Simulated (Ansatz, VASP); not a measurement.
# Ti6C5 (TiC(111), Ti ends): VASP beside Ansatz

Aim: how closely do two programs agree when they are given the same cell, functional and k mesh?

Calculated with Ansatz 0.2.0; plane waves, with VASP 6.6.1 beside it; single point at PBEsol.

**1. Set-up**

The cell holds 11 atoms: 6 Ti and 5 C. Cell: a = 3.048 Å, b = 3.048 Å, c = 28.442 Å, α = 90.0°, β = 90.0°, γ = 120.0°. It derives from TiC. Vacuum lies along c.

Structure file:

```
Ti C
1.0
     3.04763    0.00000    0.00000
    -1.52382    2.63933    0.00000
     0.00000    0.00000   28.44190
Ti C
6 5
Direct
  0.00000 0.00000 0.28821
  0.66667 0.33333 0.37221
  0.33333 0.66667 0.45729
  0.00000 0.00000 0.54271
  0.66667 0.33333 0.62779
  0.33333 0.66667 0.71179
  0.33333 0.66667 0.32369
  0.00000 0.00000 0.41297
  0.66667 0.33333 0.50000
  0.33333 0.66667 0.58703
  0.00000 0.00000 0.67631
```

**2. VASP: single point, PBEsol**

A single point gives forces, pressure and levels at one fixed geometry, so differences don't come from the geometry; what else differs is listed under the comparison.

Lines of VASP's logs that name or quote its potential files are left out, and so is its time.

INCAR reads:

```
SYSTEM = Ti6C5
PREC = Normal
ENCUT = 400
EDIFF = 1E-06
NELM = 120
ISMEAR = 1
SIGMA = 0.1
LREAL = Auto
ALGO = Fast
GGA = PS
NBANDS = 57
LASPH = .TRUE.
LORBIT = 11
LWAVE = .FALSE.
LCHARG = .FALSE.
KPAR = 2
IDIPOL = 3
LDIPOL = .TRUE.
DIPOL = 0.5 0.5 0.5
LVHAR = .TRUE.
LVACPOTAV = .TRUE.
NEDOS = 1500
```

POSCAR reads:

```
Ti6C5
1.0
    3.0476302270      0.0000000000      0.0000000000
   -1.5238151130      2.6393251980      0.0000000000
    0.0000000000      0.0000000000     28.4418983010
Ti C
6 5
Direct
    0.0000000000      0.0000000000      0.2882071133
    0.6666666670      0.3333333330      0.3722086045
    0.3333333330      0.6666666670      0.4572923758
    0.0000000000      0.0000000000      0.5427076242
    0.6666666670      0.3333333330      0.6277913955
    0.3333333330      0.6666666670      0.7117928867
    0.3333333330      0.6666666670      0.3236923683
    0.0000000000      0.0000000000      0.4129740753
    0.6666666670      0.3333333330      0.5000000000
    0.3333333330      0.6666666670      0.5870259247
    0.0000000000      0.0000000000      0.6763076317
```

KPOINTS reads:

```
Automatic mesh
0
Gamma
12 12 1
0 0 0
```

The projector-augmented-wave data sets are Ti_sv and C (PBE family, release 64).

Launch:

```bash
$ mpirun -np 2 vasp_std
```

Numbers of over 12 decimals in the logs are rounded to 6 here.

The program printed:

```text
[banner, memory and clock lines left out]
running    2 mpi-ranks, on    1 nodes
 distrk:  each k-point on    1 cores,    2 groups
 distr:  one band on    1 cores,    1 groups

 POSCAR found type information on POSCAR TiC
 POSCAR found :  2 types and      11 ions
|                                                                             |
|               ----> ADVICE to this user running VASP <----                  |
|                                                                             |
|     You enforced a specific xc type in the INCAR file but a different       |
|     [... a line on the potential file left out ...]
|     I HOPE YOU KNOW WHAT YOU ARE DOING!                                     |
|                                                                             |

 LDA part: xc-table for (Slater+PW92), standard interpolation
 POSCAR, INCAR and KPOINTS ok, starting setup
 FFT: planning ... GRIDC
 FFT: planning ... GRID_SOFT
 FFT: planning ... GRID
 WAVECAR not read
 entering main loop
       N       E                     dE             d eps       ncg     rms          rms(c)
DAV:   1     0.118598667377E+04    0.11860E+04   -0.42854E+04  2342   0.150E+03
DAV:   2     0.623512661149E+02   -0.11236E+04   -0.10912E+04  2304   0.512E+02
DAV:   3    -0.115623645171E+03   -0.17797E+03   -0.17507E+03  3299   0.185E+02
DAV:   4    -0.138054739563E+03   -0.22431E+02   -0.22339E+02  3348   0.587E+01
DAV:   5    -0.140315193632E+03   -0.22605E+01   -0.22593E+01  3388   0.165E+01    0.453E+01
RMM:   6    -0.140657829219E+03   -0.34264E+00   -0.29688E+02  3444   0.655E+01    0.256E+01
RMM:   7    -0.151941478489E+03   -0.11284E+02   -0.13140E+02  3392   0.401E+01    0.311E+01
RMM:   8    -0.106087814877E+03    0.45854E+02   -0.18951E+01  3087   0.214E+01    0.128E+01
RMM:   9    -0.105943031206E+03    0.14478E+00   -0.94409E+00  3519   0.877E+00    0.820E+00
RMM:  10    -0.106038443699E+03   -0.95412E-01   -0.48324E+00  3416   0.943E+00    0.586E+00
RMM:  11    -0.105572838555E+03    0.46561E+00   -0.26104E+00  3407   0.653E+00    0.198E+00
RMM:  12    -0.105624654220E+03   -0.51816E-01   -0.13367E+00  3674   0.369E+00    0.146E+00
RMM:  13    -0.105631996230E+03   -0.73420E-02   -0.35087E-01  3820   0.215E+00    0.737E-01
RMM:  14    -0.105640749821E+03   -0.87536E-02   -0.17121E-01  4051   0.126E+00    0.462E-01
[...]
RMM:  18    -0.105653996191E+03   -0.17183E-02   -0.17244E-02  4126   0.348E-01    0.584E-02
RMM:  19    -0.105654835976E+03   -0.83979E-03   -0.92509E-03  4068   0.269E-01    0.315E-02
RMM:  20    -0.105655549077E+03   -0.71310E-03   -0.73178E-03  4084   0.223E-01    0.162E-02
RMM:  21    -0.105655970370E+03   -0.42129E-03   -0.45264E-03  4043   0.177E-01    0.951E-03
RMM:  22    -0.105656281058E+03   -0.31069E-03   -0.33033E-03  3943   0.148E-01    0.617E-03
RMM:  23    -0.105656493331E+03   -0.21227E-03   -0.22955E-03  3736   0.123E-01    0.608E-03
RMM:  24    -0.105656645023E+03   -0.15169E-03   -0.16937E-03  3550   0.104E-01    0.941E-03
RMM:  25    -0.105656752525E+03   -0.10750E-03   -0.12424E-03  3639   0.901E-02    0.201E-02
WARNING in EDDRMM: call to ZHEGV failed, returncode =   6  3     26
RMM:  26    -0.105656839250E+03   -0.86725E-04   -0.90463E-04  3546   0.778E-02    0.157E-02
WARNING in EDDRMM: call to ZHEGV failed, returncode =   8  4     21
RMM:  27    -0.105656903478E+03   -0.64228E-04   -0.65899E-04  3521   0.676E-02    0.116E-02
RMM:  28    -0.105656959611E+03   -0.56133E-04   -0.50404E-04  3748   0.615E-02    0.571E-03
RMM:  29    -0.105656994556E+03   -0.34946E-04   -0.36996E-04  3143   0.508E-02    0.527E-03
RMM:  30    -0.105657023943E+03   -0.29386E-04   -0.27361E-04  3226   0.452E-02    0.637E-03
RMM:  31    -0.105657049052E+03   -0.25109E-04   -0.20996E-04  3199   0.408E-02    0.114E-02
RMM:  32    -0.105657065230E+03   -0.16178E-04   -0.15770E-04  2962   0.348E-02    0.126E-02
WARNING in EDDRMM: call to ZHEGV failed, returncode =   6  3     16
RMM:  33    -0.105657077553E+03   -0.12323E-04   -0.12350E-04  2973   0.306E-02    0.137E-02
WARNING in EDDRMM: call to ZHEGV failed, returncode =   8  4     20
WARNING in EDDRMM: call to ZHEGV failed, returncode =   8  4     12
WARNING in EDDRMM: call to ZHEGV failed, returncode =   6  3      9
RMM:  34    -0.105657084617E+03   -0.70638E-05   -0.92971E-05  2896   0.269E-02    0.118E-02
WARNING in EDDRMM: call to ZHEGV failed, returncode =   8  4     29
RMM:  35    -0.105657090056E+03   -0.54388E-05   -0.77111E-05  2824   0.237E-02    0.953E-03
WARNING in EDDRMM: call to ZHEGV failed, returncode =   8  4     30
RMM:  36    -0.105657094523E+03   -0.44669E-05   -0.56180E-05  2649   0.207E-02    0.906E-03
RMM:  37    -0.105657097886E+03   -0.33638E-05   -0.46496E-05  2619   0.188E-02    0.812E-03
RMM:  38    -0.105657100578E+03   -0.26921E-05   -0.35050E-05  2522   0.169E-02    0.781E-03
RMM:  39    -0.105657102783E+03   -0.22049E-05   -0.28554E-05  2418   0.154E-02    0.753E-03
RMM:  40    -0.105657104102E+03   -0.13186E-05   -0.22402E-05  2573   0.143E-02    0.666E-03
RMM:  41    -0.105657105154E+03   -0.10519E-05   -0.17951E-05  2492   0.131E-02    0.618E-03
RMM:  42    -0.105657106480E+03   -0.13257E-05   -0.15110E-05  2535   0.121E-02    0.634E-03
RMM:  43    -0.105657106995E+03   -0.51552E-06   -0.11348E-05  2290   0.109E-02    0.588E-03
RMM:  44    -0.105657107600E+03   -0.60503E-06   -0.91264E-06  2169   0.100E-02
|                                                                             |
|           W    W    AA    RRRRR   N    N  II  N    N   GGGG   !!!           |
|           W    W   A  A   R    R  NN   N  II  NN   N  G    G  !!!           |
|           W    W  A    A  R    R  N N  N  II  N N  N  G       !!!           |
|           W WW W  AAAAAA  RRRRR   N  N N  II  N  N N  G  GGG   !            |
|           WW  WW  A    A  R   R   N   NN  II  N   NN  G    G                |
|           W    W  A    A  R    R  N    N  II  N    N   GGGG   !!!           |
|                                                                             |
|     Did not find any points to average over, which means that no vacuum     |
|     field-free region was found. Please increase the size of  your cell     |
|     in the dimension of the dipole correction to obtain accurate            |
|     workfunction values.                                                    |
|                                                                             |

   1 F= -.10565711E+03 E0= -.10565782E+03  d E =0.214234E-02
```

Parts of OUTCAR (step 2):

```text
ion  position               nearest neighbor table
   1  0.000  0.000  0.288-   7 2.03   7 2.03   7 2.03
   2  0.667  0.333  0.372-   8 2.11   8 2.11   8 2.11   7 2.24   7 2.24   7 2.24
   3  0.333  0.667  0.457-   9 2.14   9 2.14   9 2.14   8 2.16   8 2.16   8 2.16
   4  0.000  0.000  0.543-   9 2.14   9 2.14   9 2.14  10 2.16  10 2.16  10 2.16
   5  0.667  0.333  0.628-  10 2.11  10 2.11  10 2.11  11 2.24  11 2.24  11 2.24
   6  0.333  0.667  0.712-  11 2.03  11 2.03  11 2.03
   7  0.333  0.667  0.324-   1 2.03   1 2.03   1 2.03   2 2.24   2 2.24   2 2.24
   8  0.000  0.000  0.413-   2 2.11   2 2.11   2 2.11   3 2.16   3 2.16   3 2.16
   9  0.667  0.333  0.500-   4 2.14   3 2.14   3 2.14   4 2.14   4 2.14   3 2.14
  10  0.333  0.667  0.587-   5 2.11   5 2.11   5 2.11   4 2.16   4 2.16   4 2.16
  11  0.000  0.000  0.676-   6 2.03   6 2.03   6 2.03   5 2.24   5 2.24   5 2.24

  LATTYP: Found a hexagonal cell.
 ALAT       =     3.0476302270
 C/A-ratio  =     9.3324636464

 Subroutine GETGRP returns: Found 12 space group operations
 (whereof  6 operations were pure point group operations)

The static configuration has the point symmetry C_3v.
 The point group associated with its full space group is D_3d.

 Found     19 irreducible k-points:

   k-points           NKPTS =     19   k-points in BZ     NKDIM =     19   number of bands    NBANDS=     57

   dimension x,y,z NGX =    16 NGY =   16 NGZ =  140
   dimension x,y,z NGXF=    32 NGYF=   32 NGZF=  280

   ENCUT  =  400.0 eV  29.40 Ry    5.42 a.u.   4.97  4.97 46.38*2*pi/ulx,y,z

   NELECT =      92.0000    total number of electrons

 k-points in reciprocal lattice and weights: Automatic mesh
   0.00000000  0.00000000  0.00000000       0.007
   0.08333333 -0.00000000  0.00000000       0.042
   0.16666667 -0.00000000  0.00000000       0.042
   0.25000000  0.00000000  0.00000000       0.042
   0.33333333 -0.00000000  0.00000000       0.042
   0.41666667 -0.00000000  0.00000000       0.042
   0.50000000  0.00000000  0.00000000       0.021
   0.08333333  0.08333333  0.00000000       0.042
   0.16666667  0.08333333  0.00000000       0.083
[...]
0.33333333  0.25000000  0.00000000       0.083
   0.33333333  0.33333333  0.00000000       0.014

 dipolmoment           0.000000      0.000000      0.000018 electrons x Angstroem

 average (electrostatic) potential at core
       1 -77.8557       2 -77.6360       3 -77.5163       4 -77.5163       5 -77.6358
       6 -77.8554       7 -51.5092       8 -51.2981       9 -51.2668      10 -51.2978
      11 -51.5090

 E-fermi :   2.6546

 k-point     1 :       0.0000    0.0000    0.0000
  band No.  band energies     occupation
    ...
     42       1.7933      2.00000
     43       2.2747      2.00000
     44       2.3274      2.00004
     45       2.3274      2.00004
     46       2.4015      2.00201
     47       3.2244     -0.00000
     48       3.2244     -0.00000
     49       3.3426     -0.00000
     50       3.6376     -0.00000
     51       3.6376     -0.00000
    ...

 k-point     2 :       0.0833   -0.0000    0.0000
  band No.  band energies     occupation
    ...
     42       1.7403      2.00000
     43       1.8402      2.00000
     44       2.1644      2.00000
     45       2.3403      2.00008
     46       2.4405      2.00986
     47       3.0343     -0.00000
     48       3.3391     -0.00000
     49       3.4383     -0.00000
     50       3.5258     -0.00000
     51       3.6017     -0.00000
    ...

 k-point     3 :       0.1667   -0.0000    0.0000
  band No.  band energies     occupation
    ...
     43       1.4772      2.00000
     44       1.8388      2.00000
     45       2.3448      2.00011
     46       2.4326      2.00738
     47       2.5926      1.85732
     48       3.2831     -0.00000
     49       3.5716     -0.00000
     50       3.6617     -0.00000
     51       3.6934     -0.00000
     52       3.7740     -0.00000
    ...

  Total       -0.0604104     -0.0604104     -1.2949753     -0.0000000      0.0000000      0.0000000
  in kB       -0.4230663     -0.4230663     -9.0689769     -0.0000000      0.0000000      0.0000000
  external PRESSURE =      -3.3050365 kB  Pullay stress =       0.0000000 kB

  energy-cutoff  :      400.00
  volume of cell :      228.78
      direct lattice vectors                 reciprocal lattice vectors
     3.047630227  0.000000000  0.000000000     0.328123796  0.189442362  0.000000000
    -1.523815113  2.639325198  0.000000000     0.000000000  0.378884724  0.000000000
     0.000000000  0.000000000 28.441898301     0.000000000  0.000000000  0.035159397

 POSITION                                       TOTAL-FORCE (eV/Angst)
 -----------------------------------------------------------------------------------
      0.00000      0.00000      8.19716         0.000000     -0.000000      0.002258
      1.52382      0.87978     10.58632        -0.000000     -0.000000      0.014407
     -0.00000      1.75955     13.00626        -0.000000     -0.000000     -0.019399
      0.00000      0.00000     15.43564        -0.000000      0.000000      0.019399
      1.52382      0.87978     17.85558         0.000000     -0.000000     -0.014407
     -0.00000      1.75955     20.24474        -0.000000     -0.000000     -0.002258
     -0.00000      1.75955      9.20643         0.000000      0.000000     -0.011154
      0.00000      0.00000     11.74577         0.000000     -0.000000      0.007738
      1.52382      0.87978     14.22095         0.000000     -0.000000     -0.000000
     -0.00000      1.75955     16.69613        -0.000000     -0.000000     -0.007738
      0.00000      0.00000     19.23547        -0.000000     -0.000000      0.011154
 -----------------------------------------------------------------------------------
    total drift:                                0.000001      0.000000      0.002648

  FREE ENERGIE OF THE ION-ELECTRON SYSTEM (eV)
  ---------------------------------------------------
  free  energy   TOTEN  =      -105.6571076001 eV

  energy  without entropy=     -105.6592499354  energy(sigma->0) =     -105.65782171

 vacuum level on the upper side and lower side of the slab         7.362         7.362

 total charge
# of ion       s       p       d       tot
------------------------------------------
    1        2.224   6.179   2.028  10.431
    2        2.201   6.255   1.995  10.451
    3        2.204   6.263   1.999  10.466
    4        2.204   6.263   1.999  10.466
    5        2.201   6.255   1.995  10.451
    6        2.224   6.179   2.028  10.431
    7        0.898   1.535   0.000   2.433
    8        0.895   1.522   0.000   2.417
    9        0.896   1.517   0.000   2.413
   10        0.895   1.522   0.000   2.417
   11        0.898   1.535   0.000   2.433
--------------------------------------------------
tot         17.740  45.025  12.043  74.809

[... 3 further parts left out ...]
```

(Part 1 of 2 ends here.)

[Lines on the potential files, build, host, timing and source positions are cut from VASP's logs without a mark.]

[Logs are printed without paths, hosts, clocks, repeated set-up lines and the standing remarks that a program may print on its own settings, such as how far it seeks lower states.]

[Hosts, paths, dates, database ids (printed as entryN), source tags and the programs' standing remarks are cut or masked in the printed files.]
